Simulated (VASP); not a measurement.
OSZICAR of a VASP run on HfO2:

File OSZICAR:
```
       N       E                     dE             d eps       ncg     rms          rms(c)
DAV:   1     0.158282260615E+03    0.15828E+03   -0.99805E+03   872   0.995E+02
DAV:   2    -0.156671108879E+02   -0.17395E+03   -0.16823E+03   976   0.288E+02
DAV:   3    -0.334196195909E+02   -0.17753E+02   -0.17611E+02   858   0.928E+01
DAV:   4    -0.338160737911E+02   -0.39645E+00   -0.39549E+00   992   0.149E+01
DAV:   5    -0.338222965828E+02   -0.62228E-02   -0.62204E-02   892   0.180E+00    0.667E+01
DAV:   6    -0.296089550176E+02    0.42133E+01   -0.24514E+01   804   0.377E+01    0.578E+01
DAV:   7    -0.294439222524E+02    0.16503E+00   -0.30214E+00   828   0.144E+01    0.291E+01
DAV:   8    -0.293672532207E+02    0.76669E-01   -0.25728E-01   922   0.499E+00    0.112E+01
DAV:   9    -0.293483893127E+02    0.18864E-01   -0.17082E-01   884   0.322E+00    0.159E+00
DAV:  10    -0.293443987431E+02    0.39906E-02   -0.17895E-02   922   0.118E+00    0.898E-01
DAV:  11    -0.293442259338E+02    0.17281E-03   -0.16339E-03   920   0.343E-01    0.166E-01
DAV:  12    -0.293441656410E+02    0.60293E-04   -0.12491E-04   928   0.867E-02    0.890E-02
DAV:  13    -0.293440801943E+02    0.85447E-04   -0.11901E-04   872   0.734E-02    0.200E-01
DAV:  14    -0.293439604842E+02    0.11971E-03   -0.50958E-05   896   0.519E-02    0.507E-02
DAV:  15    -0.293440756029E+02   -0.11512E-03   -0.76606E-05   816   0.491E-02    0.232E-01
DAV:  16    -0.293440671689E+02    0.84340E-05   -0.41666E-05   890   0.316E-02    0.945E-02
DAV:  17    -0.293441030174E+02   -0.35849E-04   -0.49993E-06   936   0.173E-02    0.146E-02
DAV:  18    -0.293442773590E+02   -0.17434E-03   -0.14206E-05   760   0.156E-02    0.113E-02
DAV:  19    -0.293443257402E+02   -0.48381E-04   -0.25039E-06   836   0.638E-03    0.126E-02
DAV:  20    -0.293443565239E+02   -0.30784E-04   -0.13559E-06   764   0.484E-03    0.772E-03
DAV:  21    -0.293443689965E+02   -0.12473E-04   -0.53908E-07   708   0.315E-03    0.965E-04
DAV:  22    -0.293443706313E+02   -0.16348E-05   -0.40572E-08   576   0.125E-03    0.117E-03
DAV:  23    -0.293443739179E+02   -0.32865E-05   -0.13813E-07   608   0.163E-03    0.830E-04
DAV:  24    -0.293443742004E+02   -0.28256E-06   -0.95702E-09   576   0.549E-04
   1 F= -.29344374E+02 E0= -.29344372E+02  d E =-.425473E-05  mag=     0.0000     0.0000     0.0000
```

Which electronic solver shows in the log?

It is blocked Davidson (ALGO = Normal, or the opening steps of other solvers). The INCAR had ALGO = Normal.

How was spin treated?

With non-collinear spinors: mag has three components.

Can the final energy be trusted as converged?

Self-consistency was reached. It stopped with EDIFF = 1E-6, NELM = 100 (PBE GGA with spin-orbit coupling, plane waves, VASP's PBE PAW potentials (set 64)).  The cell holds a wide vacuum, so values per volume refer to the whole cell.

The cell is a sheet with vacuum, built from a generated structure.
